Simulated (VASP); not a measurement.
OSZICAR of a VASP run on InP (zinc blende):

OSZICAR:
```
       N       E                     dE             d eps       ncg     rms          rms(c)
DAV:   1     0.119839164112E+03    0.11984E+03   -0.86199E+03   520   0.158E+03
DAV:   2     0.372170523014E+01   -0.11612E+03   -0.11138E+03   540   0.327E+02
DAV:   3    -0.423649746352E+01   -0.79582E+01   -0.78957E+01   665   0.897E+01
DAV:   4    -0.447048993357E+01   -0.23399E+00   -0.23373E+00   635   0.170E+01
DAV:   5    -0.448291271202E+01   -0.12423E-01   -0.12422E-01   761   0.348E+00    0.519E+00
DAV:   6    -0.412394861420E+01    0.35896E+00   -0.69994E-01   763   0.157E+01    0.317E+00
DAV:   7    -0.409885787028E+01    0.25091E-01   -0.17684E-01   734   0.393E+00    0.118E+00
DAV:   8    -0.409835621418E+01    0.50166E-03   -0.15439E-02   655   0.182E+00    0.333E-01
DAV:   9    -0.409881353234E+01   -0.45732E-03   -0.18293E-03   643   0.685E-01    0.170E-01
DAV:  10    -0.409885864215E+01   -0.45110E-04   -0.19578E-04   745   0.126E-01    0.117E-01
DAV:  11    -0.409889881035E+01   -0.40168E-04   -0.32087E-05   568   0.477E-02    0.313E-02
DAV:  12    -0.409890680376E+01   -0.79934E-05   -0.25481E-05   608   0.905E-02    0.161E-02
DAV:  13    -0.409890699432E+01   -0.19055E-06   -0.12329E-06   435   0.112E-02
   1 F= -.40989070E+01 E0= -.40989070E+01  d E =-.409891E+01
       N       E                     dE             d eps       ncg     rms          rms(c)
DAV:   1    -0.416353246641E+01   -0.64626E-01   -0.16326E+00   655   0.290E+01    0.161E+00
DAV:   2    -0.410986680877E+01    0.53666E-01   -0.11134E-01   670   0.839E+00    0.590E-01
DAV:   3    -0.410045214893E+01    0.94147E-02   -0.30352E-02   670   0.405E+00    0.302E-01
DAV:   4    -0.410041467006E+01    0.37479E-04   -0.13244E-03   555   0.401E-01    0.218E-01
DAV:   5    -0.410024463199E+01    0.17004E-03   -0.13961E-04   733   0.127E-01    0.959E-02
DAV:   6    -0.410022393036E+01    0.20702E-04   -0.59098E-05   780   0.839E-02    0.175E-02
DAV:   7    -0.410022378656E+01    0.14380E-06   -0.58159E-06   642   0.329E-02
   2 F= -.41002238E+01 E0= -.41002238E+01  d E =-.131679E-02
       N       E                     dE             d eps       ncg     rms          rms(c)
DAV:   1    -0.410822022949E+01   -0.79963E-02   -0.18798E-01   650   0.953E+00    0.572E-01
DAV:   2    -0.410177553864E+01    0.64447E-02   -0.13772E-02   665   0.306E+00    0.199E-01
DAV:   3    -0.410071633962E+01    0.10592E-02   -0.33033E-03   665   0.135E+00    0.109E-01
DAV:   4    -0.410071253183E+01    0.38078E-05   -0.14295E-04   555   0.128E-01    0.766E-02
DAV:   5    -0.410070210698E+01    0.10425E-04   -0.16825E-05   734   0.455E-02    0.293E-02
DAV:   6    -0.410070472864E+01   -0.26217E-05   -0.62599E-06   795   0.303E-02    0.763E-03
DAV:   7    -0.410070362903E+01    0.10996E-05   -0.61276E-07   310   0.115E-02    0.134E-03
DAV:   8    -0.410070350026E+01    0.12877E-06   -0.24147E-07   270   0.887E-03
   3 F= -.41007035E+01 E0= -.41007035E+01  d E =-.179651E-02
```

Question: Which electronic solver shows in the log?

Answer: It is blocked Davidson (ALGO = Normal, or the opening steps of other solvers). The INCAR had ALGO = Normal.

Question: Can the final energy be trusted as converged?

Answer: Self-consistency was reached. It stopped with EDIFF = 1E-6, NELM = 100, NSW = 60 and EDIFFG = -0.01 after 3 ionic steps (vdW-DF-cx, plane waves, VASP's PBE PAW potentials (set 64)).

The compound is InP in the zinc blende structure. This run relaxes it. Symmetry was kept, so distortions that lower it aren't found.
